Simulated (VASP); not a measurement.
VASP runs on ZnS (space group P6_3mc) share one base input (PBE GGA, plane waves, VASP's PBE PAW potentials (set 64)) and change the settings named in each case.

### POSCAR
```
ZnS
1
    3.7217250000     0.0000000000     0.0000000000
   -1.8608630000     3.2231080000     0.0000000000
    0.0000000000     0.0000000000    12.1674350000
Zn S
4 4
Direct
  0.6666670000   0.3333330000   0.7499300000
  0.3333330000   0.6666670000   0.2499300000
  0.0000000000   0.0000000000   0.5000000000
  0.0000000000   0.0000000000   0.0000000000
  0.6666670000   0.3333330000   0.9377300000
  0.3333330000   0.6666670000   0.4377300000
  0.0000000000   0.0000000000   0.6873400000
  0.0000000000   0.0000000000   0.1873400000
```

**INCAR**
```
SYSTEM  =  ZnS
PREC  =  Accurate; ENCUT  =  300; LREAL  =  F
LASPH  =  T
EDIFF  =  1E-6; NELM  =  100; ALGO  =  Normal
LMAXMIX  =  4
ISMEAR  =  -1; SIGMA  =  0.02
GGA  =  PE
ISIF  =  2
LWAVE  =  F; LCHARG  =  F
```

KPOINTS:
```
K-points
0
gamma
 8 8 3
```

POTCAR, in this order: Zn S (PBE.64 set). Program: vasp_std.

| change | E(σ→0) (eV/atom) | pressure (GPa) |
|---|---|---|
| base run | -3.3730 | 8.62 |
| GGA removed, POTCAR Zn S (LDA.64 set) | -4.0983 | 1.53 |
| KPOINTS 4×4×1 Γ-centred mesh | -3.3571 | 8.78 |
| LDAU = .TRUE., LDAUJ = 0 0, LDAUL = 2 -1, LDAUTYPE = 2, LDAUU = 6.0 0 | -3.1918 | (withheld) |

Question: Fill in the missing entries.

Answer: 
- LDAU = .TRUE., LDAUJ = 0 0, LDAUL = 2 -1, LDAUTYPE = 2, LDAUU = 6.0 0, pressure (GPa): 5.42

Energies of different potentials or functionals have different zeros.  At 300 eV the pressure can carry a Pulay error.

Left out are runs that ran out of time, are held back, or changed the cell or the kind of run, fixed moments of cells without a moment, rows past the twelfth, gaps on odd meshes, pressures of charged cells and columns that move by less than the noise.

The structure comes from a computed database's ZnS entry; how it stands against other phases isn't given here. The cell was not relaxed at this level, its lattice was scaled by up to 2.5 %.
